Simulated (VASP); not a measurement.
# Lu3AlN4 (I4/mmm) in VASP: further runs

One crystal, Lu3AlN4, is run at these levels: PBE; tasks: relaxation of cell and atoms.

Program: VASP 6.6.1. These are calculated values, not measurements. Logs are shortened: lines on timing, memory, paths and dates and some standing lists are left out, and cuts for length are marked.

### Step 1. The crystal as given

Symmetry: I4/mmm, No. 139, tetragonal system. The conventional cell has a = 6.334 Å, b = 6.334 Å, c = 7.045 Å, α = 90.00°, β = 90.00°, γ = 90.00°. Around Lu (site symmetry 4/mmm) lie 8 N at 2.85 Å and 4 Lu at 3.17 Å. Lu (site symmetry mmm) has 8 N at 2.85 Å and 2 Lu at 3.17 Å and 2 Al at 3.17 Å as nearest neighbours. Al (site symmetry 4/mmm) is surrounded by 8 N at 2.85 Å and 4 Lu at 3.17 Å. Around N (site symmetry 2/m) lie 6 Lu at 2.85 Å and 2 Al at 2.85 Å and 4 N at 3.17 Å.

The cell was built by a generator and needn't be a form met in nature.

### Step 2. Relaxation of cell and atoms, PBE

INCAR

```
ALGO = Fast
EDIFF = 1E-4
EDIFFG = -0.08
ENCUT = 520
GGA = PE
IBRION = 2
ISIF = 3
ISMEAR = 0
LASPH = True
LCHARG = False
LREAL = False
LWAVE = False
NELM = 60
NSW = 24
PREC = Normal
SIGMA = 0.15
```

KPOINTS

```
k-points
0
Gamma
  3 3 3
```

POSCAR

```
Lu3AlN4
1.0
   -3.1667540900      3.1667540900      3.5226403500
    3.1667540900     -3.1667540900      3.5226403500
    3.1667540900      3.1667540900     -3.5226403500
Lu Al N
3 1 4
Direct
    0.5000000000      0.5000000000      0.0000000000
    0.5000000000      0.0000000000      0.5000000000
    0.0000000000      0.5000000000      0.5000000000
    0.0000000000      0.0000000000      0.0000000000
    0.5000000000      0.5000000000      0.5000000000
    0.0000000000      0.0000000000      0.5000000000
    0.5000000000      0.0000000000      0.0000000000
    0.0000000000      0.5000000000      0.0000000000
```

Potentials or basis: VASP PAW PBE potentials, release 64 (Lu, Al, N).

Run with:

```bash
cat potpaw_PBE.64/Lu/POTCAR potpaw_PBE.64/Al/POTCAR potpaw_PBE.64/N/POTCAR > POTCAR
mpirun -np 4 vasp_std > vasp.out
```

OUTCAR:

```text
EDIFF = 1E-4
   EDIFFG = -0.08
   ENCUT = 520
   GGA = PE
   IBRION = 2
   ISIF = 3
   ISMEAR = 0
   LASPH = True
   LREAL = False
   NELM = 60
   NSW = 24
   PREC = Normal

 ion  position               nearest neighbor table
   1  0.500  0.500  0.000-   2 3.17   3 3.17   2 3.17   3 3.17   4 3.52   4 3.52
   2  0.500  0.000  0.500-   1 3.17   4 3.17   1 3.17   4 3.17   3 3.52   3 3.52
   3  0.000  0.500  0.500-   1 3.17   4 3.17   4 3.17   1 3.17   2 3.52   2 3.52
   4  0.000  0.000  0.000-   2 3.17   3 3.17   3 3.17   2 3.17   1 3.52   1 3.52
   5  0.500  0.500  0.500-
   6  0.000  0.000  0.500-
   7  0.500  0.000  0.000-
   8  0.000  0.500  0.000-

  LATTYP: Found a body centered tetragonal cell.
 ALAT       =     6.3335081800
 C/A-ratio  =     1.1123820322

  Lattice vectors:

 A1 = (  -3.1667540900,   3.1667540900,   3.5226403500)
 A2 = (   3.1667540900,  -3.1667540900,   3.5226403500)
 A3 = (   3.1667540900,   3.1667540900,  -3.5226403500)

Analysis of symmetry for initial positions (statically):
=====================================================================
 Subroutine PRICEL returns:
 Original cell was already a primitive cell.

 Routine SETGRP: Setting up the symmetry group for a
 body centered tetragonal supercell.

 Subroutine GETGRP returns: Found 16 space group operations
 (whereof 16 operations were pure point group operations)
 out of a pool of 16 trial point group operations.

The static configuration has the point symmetry D_4h.

Analysis of symmetry for dynamics (positions and initial velocities):
=====================================================================
 Subroutine PRICEL returns:
 Original cell was already a primitive cell.

 Routine SETGRP: Setting up the symmetry group for a
 body centered tetragonal supercell.

 Subroutine GETGRP returns: Found 16 space group operations
 (whereof 16 operations were pure point group operations)
 out of a pool of 16 trial point group operations.

The dynamic configuration has the point symmetry D_4h.

 Subroutine INISYM returns: Found 16 space group operations
 (whereof 16 operations are pure point group operations),
 and found     1 'primitive' translations

----------------------------------------------------------------------------------------

                                     Primitive cell

  volume of cell :     141.3048

  direct lattice vectors                    reciprocal lattice vectors
    -3.166754090  3.166754090  3.522640350     0.000000000  0.157890378  0.141938986
     3.166754090 -3.166754090  3.522640350     0.157890378  0.000000000  0.141938986
     3.166754090  3.166754090 -3.522640350     0.157890378  0.157890378  0.000000000

  length of vectors
     5.697864334  5.697864334  5.697864334     0.212311204  0.212311204  0.223290714

  position of ions in fractional coordinates (direct lattice)
     0.500000000  0.500000000  0.000000000
     0.500000000  0.000000000  0.500000000
     0.000000000  0.500000000  0.500000000
     0.000000000  0.000000000  0.000000000
     0.500000000  0.500000000  0.500000000
     1.000000000  1.000000000  0.500000000
     0.500000000  0.000000000  0.000000000
     0.000000000  0.500000000  0.000000000

  ion indices of the primitive-cell ions
   primitive index   ion index
                 1           1
                 2           2
                 3           3
                 4           4
                 5           5
                 6           6
                 7           7
                 8           8

----------------------------------------------------------------------------------------

 KPOINTS: k-points

Automatic generation of k-mesh.
 Grid dimensions read from file:
 generate k-points for:    3    3    3

 Generating k-lattice:

  Cartesian coordinates                     Fractional coordinates (reciprocal lattice)
     0.000000000  0.052630126  0.047312995     0.333333333  0.000000000 -0.000000000
     0.052630126  0.000000000  0.047312995     0.000000000  0.333333333 -0.000000000
     0.052630126  0.052630126  0.000000000     0.000000000  0.000000000  0.333333333

  Length of vectors
     0.070770401  0.070770401  0.074430238

  Shift w.r.t. Gamma in fractional coordinates (k-lattice)
     0.000000000  0.000000000  0.000000000

 Subroutine IBZKPT returns following result:
 ===========================================

 Found      6 irreducible k-points:

 Following reciprocal coordinates:
            Coordinates               Weight
  0.000000  0.000000  0.000000      1.000000
  0.333333 -0.000000  0.000000      8.000000
  0.333333  0.333333  0.000000      8.000000
 -0.333333  0.333333  0.000000      4.000000
 -0.333333  0.333333  0.333333      4.000000
 -0.333333 -0.333333  0.333333      2.000000
   k-points           NKPTS =      6   k-points in BZ     NKDIM =      6   number of bands    NBANDS=     60
   number of dos      NEDOS =    301   number of ions     NIONS =      8
   total plane-waves  NPLWV =  32768
   dimension x,y,z NGX =    32 NGY =   32 NGZ =   32
   dimension x,y,z NGXF=    64 NGYF=   64 NGZF=   64
   ions per type =               3   1   4
   NGX,Y,Z   is equivalent  to a cutoff of   9.34,  9.34,  9.34 a.u.
   NGXF,Y,Z  is equivalent  to a cutoff of  18.67, 18.67, 18.67 a.u.
 SYSTEM =  unknown system
   PREC   = normal    normal or accurate (medium, high low for compatibility)
   ISTART =      0    job   : 0-new  1-cont  2-samecut
   ICHARG =      2    charge: 1-file 2-atom 10-const
   ISPIN  =      1    spin polarized calculation?
   LNONCOLLINEAR =      F non collinear calculations
   LSORBIT =      F    spin-orbit coupling
   LASPH  =      T    aspherical Exc in radial PAW
   ENCUT  =  520.0 eV  38.22 Ry    6.18 a.u.  10.59 10.59 10.59*2*pi/ulx,y,z
   NELM   =     60;   NELMIN=  2; NELMDL= -5     # of ELM steps
   EDIFF  = 0.1E-03   stopping-criterion for ELM
   LREAL  =      F    real-space projection
   EDIFFG = -.8E-01   stopping-criterion for IOM
   NSW    =     24    number of steps for IOM
   IBRION =      2    ionic relax: 0-MD 1-quasi-New 2-CG
   NFREE  =      1    steps in history (QN), initial steepest desc. (CG)
   ISIF   =      3    stress and relaxation
   ISYM   =      2    0-nonsym 1-usesym 2-fastsym
   POTIM  = 0.5000    time-step for ionic-motion
   TEBEG  =    0.0;   TEEND  =   0.0 temperature during run
   PSTRESS=    0.0 pullay stress
   NELECT =      98.0000    total number of electrons
   NUPDOWN=      -1.0000    fix difference up-down
   EMIN   =  10.00;   EMAX   =-10.00  energy-range for DOS
   EFERMI =   0.00;   METHOD = LEGACY
   ISMEAR =     0;   SIGMA  =   0.15  broadening in eV -4-tet -1-fermi 0-gaus
   EFERMI_NEDOS =   21; number of points for ismear=-14 and -15
   IALGO  =     68    algorithm
   IMIX   =      4    mixing-type and parameters
     AMIX     =   0.40;   BMIX     =  1.00
     AMIX_MAG =   1.60;   BMIX_MAG =  1.00
  volume/ion in A,a.u.               =      17.66       119.20
  Fermi-wavevector in a.u.,A,eV,Ry     =   1.449098  2.738399 28.570684  2.099886
  Thomas-Fermi vector in A             =   2.566864
   LORBIT       =      0    0 simple, 1 ext, 2 COOP (PROOUT), +10 PAW based schemes
   GGA     = PE    functional components
   LHFCALC =     F    Hartree Fock is set to
   AEXX    =    0.0000 exact exchange contribution
   IVDW    =     0    specifies the selected vdW correction
   LEPSILON=     F    determine dielectric tensor
   LRPA    =     F    only Hartree local field effects (RPA)
 conjugate gradient relaxation of ions
 non-spin polarized calculation
 RMM-DIIS sequential band-by-band and
 Gauss-broadening in eV      SIGMA  =   0.15
  energy-cutoff  :      520.00
  volume of cell :      141.30
 maximum number of plane-waves:      3817
   NGX = 21   NGY = 21   NGZ = 21

--------------------------------------- Ionic step        1  -------------------------------------------

 number of electron      97.9999822 magnetization

 Free energy of the ion-electron system (eV)
  ---------------------------------------------------
  ext. energy  EPLUGINS =         0.00000000
  ---------------------------------------------------
  free energy    TOTEN  =       -48.36843844 eV

  energy without entropy =      -48.32268713  energy(sigma->0) =      -48.34556278

 E-fermi :   2.7183     XC(G=0): -10.6819

 val. band max:        2.6197381123   @ k =   0.3333  -0.0000   0.0000
 cond. band min:       2.7193443350   @ k =   0.0000   0.0000   0.0000
 fundamental gap:      0.0996062227
 Fermi energy:         2.7182536628
[... 417 lines left out ...]
--------------------------------------- Ionic step        2  -------------------------------------------

 number of electron      98.0000003 magnetization

------------------------ aborting loop EDIFF was not reached (unconverged)  ----------------------------

  FORCE on cell =-STRESS in cart. coord.  units (eV):
  Direction    XX          YY          ZZ          XY          YZ          ZX
  --------------------------------------------------------------------------------------
  -------------------------------------------------------------------------------------
  Total       94.1731310     94.1731310    395.3344143      0.0000000      0.0000000      0.0000000
  in kB     1730.9347934   1730.9347934   7266.3835815      0.0000000      0.0000000      0.0000000
  external PRESSURE =    3576.0843895 kB  Pullay stress =       0.0000000 kB
[... 415 lines left out ...]
     59      91.6389      0.00000
     60     101.7629      0.00000

------------------------ aborting loop EDIFF was not reached (unconverged)  ----------------------------

  FORCE on cell =-STRESS in cart. coord.  units (eV):
  Direction    XX          YY          ZZ          XY          YZ          ZX
  --------------------------------------------------------------------------------------
  -------------------------------------------------------------------------------------
  Total     -468.2703785   -468.2703785   -489.1532487      0.0000000     -0.0000000      0.0000000
  in kB    -5552.6818223  -5552.6818223  -5800.3078498      0.0000000     -0.0000000      0.0000000
  external PRESSURE =   -5635.2238315 kB  Pullay stress =       0.0000000 kB
[... 411 lines left out ...]
     59      74.6315      0.00000
     60      78.5534      0.00000

[... ionic steps 4 to 12 ...]

--------------------------------------- Ionic step       13  -------------------------------------------

 number of electron      98.0000090 magnetization

------------------------ aborting loop because EDIFF is reached ----------------------------------------
[... 79 lines left out ...]
--------------------------------------- Ionic step       15  -------------------------------------------

 number of electron      98.0000108 magnetization

 Free energy of the ion-electron system (eV)
  ---------------------------------------------------
  ext. energy  EPLUGINS =         0.00000000
  ---------------------------------------------------
  free energy    TOTEN  =       -54.38585114 eV

  energy without entropy =      -54.31212070  energy(sigma->0) =      -54.34898592

 E-fermi :   5.1769     XC(G=0): -12.6785

 val. band max:        5.1445960266   @ k =   0.0000   0.0000   0.0000
 cond. band min:       5.2048053789   @ k =   0.3333  -0.0000   0.0000
 fundamental gap:      0.0602093523
 Fermi energy:         5.1768909330
[... 411 lines left out ...]
  FREE ENERGIE OF THE ION-ELECTRON SYSTEM (eV)
  ---------------------------------------------------
  free  energy   TOTEN  =       -54.3858511384 eV

  energy  without entropy=      -54.3121206958  energy(sigma->0) =      -54.34898592

 reached required accuracy - stopping structural energy minimisation
```

Wall time 4.7 min (4 MPI ranks of Intel Xeon 6975P-C (Granite Rapids), shared host); peak memory 0.15 GiB.

What came out:

```
Free energy                            : -54.3859 eV
Relaxed volume                         : 12.01 Å³/atom
Relaxed cell                           : a = 4.998 Å, b = 4.998 Å, c = 4.998 Å, α = 109.45°, β = 109.45°, γ = 109.51°
Space group after relaxing (to 0.05 Å) : Im-3m (No. 229)
Energy gained by relaxing              : 752.2 meV/atom
Ionic steps                            : 15
Pressure after relaxing                : 0.4 GPa
Band gap on the k mesh                 : none (metal or under the smearing width)
```

Step by step:
| step | energy change (eV) | largest force (eV/Å) | pressure (GPa) | volume (Å³) |
| --- | --- | --- | --- | --- |
| 1 | 0.0000 | 0.0000 | -27.60 | 141.30 |
| 2 | 6396.1715 | 0.0000 | 357.61 | 87.17 |
| 3 | 301.5384 | 0.0000 | -563.52 | 135.12 |
| 4 | 2499.8213 | 0.0000 | 605.80 | 102.17 |
| 5 | 54.1568 | 0.0000 | -1814.13 | 117.94 |
| 6 | 39.7952 | 0.0000 | -44.52 | 105.75 |
| 7 | 6.9325 | 0.0000 | -378.93 | 105.11 |
| 8 | -4.1267 | 0.0000 | -8.51 | 103.63 |
| 9 | -5.4518 | 0.0000 | -8.65 | 102.95 |
| 10 | -5.8484 | 0.0000 | -6.74 | 100.72 |
| 11 | -5.9145 | 0.0000 | 2.23 | 94.22 |
| 12 | -5.9390 | 0.0000 | 1.89 | 95.64 |
| 13 | -5.9205 | 0.0000 | -1.36 | 98.16 |
| 14 | -5.9391 | 0.0000 | -2.57 | 96.87 |
| 15 | -6.0174 | 0.0000 | 0.37 | 96.12 |

Final structure:
```
CELL_PARAMETERS angstrom
-2.88635 2.88635 2.88430
2.88635 -2.88635 2.88430
2.88635 2.88635 -2.88430
ATOMIC_POSITIONS crystal
Lu 0.50000 0.50000 0.00000
Lu 0.50000 0.00000 0.50000
Lu 0.00000 0.50000 0.50000
Al 0.00000 0.00000 0.00000
N 0.50000 0.50000 0.50000
N 0.00000 0.00000 0.50000
N 0.50000 0.00000 0.00000
N 0.00000 0.50000 0.00000
```

Levels at points of the mesh, in eV from the Fermi level:
```csv
k point,band 46,band 47,band 48,band 49,band 50,band 51,band 52,band 53
"(0.00, 0.00, 0.00)",-0.11,-0.10,-0.03,0.55,0.77,2.50,4.10,4.56
```

Caveat: the k mesh is coarse (spacing up to 0.47 Å⁻¹), so the values aren't converged; the volume moved by over 15 % at a fixed basis, so the end points are rough; the relaxation stopped at a loose force limit of 0.08 eV/Å, so its end isn't a converged minimum. The run has no spin-orbit coupling, so splittings on Lu are missing.

(Continued in part 2 of 2.)
